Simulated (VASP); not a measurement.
Input:

```
Li2O
1.0
    0.00000     2.34072     2.34072
    2.34072     0.00000     2.34072
    2.34072     2.34072     0.00000
Li O
2 1
Direct
  0.25000   0.25000   0.25000
  0.75000   0.75000   0.75000
  0.00000   0.00000   0.00000
```

The numbers are results of revPBE GGA, VASP's PBE PAW potentials (set 64) (plane waves; VASP), not measurements. Settings: 520 eV cut-off, 7×7×7 Γ-centred mesh, Gaussian smearing of 0.050 eV, potentials Li_sv O.

Task: Estimate the energy per atom (σ→0), band gap (on the k-mesh) with the smallest direct gap where there is one.

Result: 
- band gap (on the k-mesh) = 5.06 eV
- smallest direct gap (on the k-mesh) = 5.06 eV
- energy per atom (σ→0) = -4.558 eV/atom

The absolute energy has meaning only against runs of the same code, potentials and settings.

The compound is Li2O in the antifluorite structure. It was relaxed first. The start is the result of an earlier pass.
